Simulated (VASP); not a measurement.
Data:

```
CELL_PARAMETERS angstrom
      3.55446     0.00000     0.00000
      0.00000     3.55446     0.00000
      0.00000     0.00000     5.21606
ATOMIC_POSITIONS crystal
  Ni 0.00000 0.00000 0.00000
  Ni 0.50000 0.50000 0.00000
  Se 0.50000 0.00000 0.70781
  Se 0.00000 0.50000 0.29219
```

Calculation: PBEsol GGA, VASP's PBE PAW potentials (set 64) (plane waves; VASP). Numerical set-up: 400 eV cut-off, 10×10×7 Γ-centred mesh, tetrahedra with Blöchl corrections, potentials Ni Se.

The cores are frozen, which limits the accuracy of field gradients. Without a dispersion term in the relaxation, distances and binding between the weakly bound layers, chains or molecules are unreliable, and so is what depends on them.

Task: Give the principal components of the electric field gradient (V/Å²) and the asymmetry η at each nucleus.

Result: 
```
atom    Vxx    Vyy    Vzz     η
----  -----  -----  -----  ----
Ni1   -12.4  -12.4   24.8  0.00
Ni2   -12.4  -12.4   24.8  0.00
Se3    42.5   42.5  -85.1  0.00
Se4    42.5   42.5  -85.1  0.00
```

The structure comes from a computed database's NiSe entry (P4/nmm); how it stands against other phases isn't given here. It was relaxed first, which changed the volume by -9 %. The run is not spin-polarised, so no magnetic state was tried.
